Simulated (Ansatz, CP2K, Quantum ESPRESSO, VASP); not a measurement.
NiMoIrPdW: 4 runs at one level of theory

```
Ni Mo Pd Ir W
1.0
     4.11705    0.00000    0.00000
    -2.05853    3.56547    0.00000
     0.00000    0.00000    5.44580
Ni Mo Pd Ir W
1 1 1 1 1
Direct
  0.99229 0.99519 0.95688
  0.67949 0.33550 0.95727
  0.67010 0.33714 0.46699
  0.33770 0.67560 0.72219
  0.33196 0.66136 0.23611
```

The cell comes from a database or a generator and needn't be the stable form of this composition.

Atoms were shifted at random by some hundredths of an Å from the given cell, which wasn't relaxed again for these runs.

Alike in all runs: task single point; functional PBE; k mesh 8 × 8 × 5; occupations fermi-dirac, width 0.05 eV; collinear spin, ferromagnetic start; no spin-orbit coupling. Pressure is positive in compression and, in plane waves, holds the error of the finite cutoff.

```tsv
program and potentials	plane-wave cutoff (eV)	notes	pressure (GPa)	net moment per atom (μB)	largest force (eV/Å)
VASP, PBE PAW files Ir, Mo_sv, Ni, Pd, W_sv, 520 eV	520	11.4 valence electrons an atom on average	0.32	0.00	0.999
Quantum ESPRESSO, SSSP 1.3 efficiency PBE	816	15.8 valence electrons an atom on average	?	?	?
Ansatz, all-electron LAPW, scalar-relativistic	-	-	0.15	0.00	0.989
CP2K, GTH_POTENTIALS Ni GTH-PBE-q18, Pd GTH-PBE-q18, Ir GTH-PBE-q17, W GTH-PBE-q14; POTENTIAL_UZH Mo GTH-PBE-q14; TZVP-MOLOPT-SR-GTH, TZVP-MOLOPT-PBE-GTH basis	-	atomic basis; 16.2 valence electrons an atom on average	0.45	0.00	1.038
```

Estimate from the other rows what the run with Quantum ESPRESSO, SSSP 1.3 efficiency PBE gave.

Pressure 0.05 GPa; net moment per atom 0.00 μB; largest force 1.012 eV/Å. The other rows, which needn't bracket it: pressure 0.15 to 0.45; net moment per atom 0.00; largest force 0.989 to 1.038.
